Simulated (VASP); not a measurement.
Elastic constants (GPa) of a crystal from VASP 6.6.1 with LDA (Ceperley-Alder, Perdew-Zunger), VASP's LDA PAW potentials (set 64):

```tsv
	xx	yy	zz	yz	xz	xy
xx	60.4	6.8	6.8	0.0	0.0	0.0
yy	6.8	60.4	6.8	0.0	0.0	0.0
zz	6.8	6.8	60.4	0.0	0.0	0.0
yz	0.0	0.0	0.0	6.5	0.0	0.0
xz	0.0	0.0	0.0	0.0	6.5	0.0
xy	0.0	0.0	0.0	0.0	0.0	6.5
```

Work out the Voigt, Reuss and Hill moduli, Young's modulus and Poisson's ratio.

All eigenvalues are positive (smallest 6.5 GPa), so the crystal is stable. K_V = (C11+C22+C33+2(C12+C13+C23))/9 = (181.2 + 2×20.4)/9 = 24.7 GPa; G_V = (181.2 − 20.4 + 3×19.5)/15 = 14.6 GPa. From the compliances, K_R = 24.7 GPa and G_R = 9.3 GPa. Hill: K = 24.7 GPa, G = 12.0 GPa, E = 9KG/(3K+G) = 30.9 GPa, ν = (3K−2G)/(2(3K+G)) = 0.291. K/G = 2.06, above Pugh's 1.75; universal anisotropy A^U = 2.84.

With a density of 2.20 g/cm³, what are the mean sound speeds?

v_l = √((K+4G/3)/ρ) = 4.30 km/s and v_t = √(G/ρ) = 2.33 km/s. The crystal is KCl (rock salt), cubic.

The compound is KCl in the rock salt structure. It was relaxed first, which changed the volume by -10 %.
